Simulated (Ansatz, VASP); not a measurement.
# One calculation of AlGa3P4, two programs

```xyz
8
Lattice="5.4983 0.0000 0.0000 0.0000 5.4983 0.0000 0.0000 0.0000 5.4983" Properties=species:S:1:pos:R:3 pbc="T T T"
Al    2.7491    2.7491    2.7491
Ga    0.0000    0.0000    2.7491
Ga    0.0000    2.7491    0.0000
Ga    2.7491    0.0000    0.0000
P     4.1211    4.1211    4.1211
P     4.1211    1.3772    1.3772
P     1.3772    4.1211    1.3772
P     1.3772    1.3772    4.1211
```

Alike in both runs: functional PBE; k mesh 4 × 4 × 4; occupations gaussian, width 0.1 eV; no spin polarisation.

Ansatz relaxed the structure, and its values are those at the end. VASP's run is a single point on that final structure, the one shown.

|  | VASP | Ansatz |
| --- | --- | --- |
| version | VASP 6.6.1 | Ansatz 0.2.0 |
| potentials or method | VASP PAW PBE potentials, release 64 (Al, Ga_d, P) | scalar-relativistic, plane waves, PAW |
| plane-wave cutoff (eV) | 520 | 420 |
| valence electrons in the cell | 62 | 62 |

```tsv
	VASP	Ansatz	Ansatz less VASP
gap on the k mesh at the Fermi level (eV)	1.65	1.65	+0.002
least direct gap on the mesh (eV)	1.71	1.72	+0.001
pressure (GPa)	0.3	0.4	+0.04
rms of the force components (eV/Å)	0.003	0.001	-0.0021
```

A k mesh can miss the band edges. A hybrid or GW would open this gap; PBE tends to underestimate it.
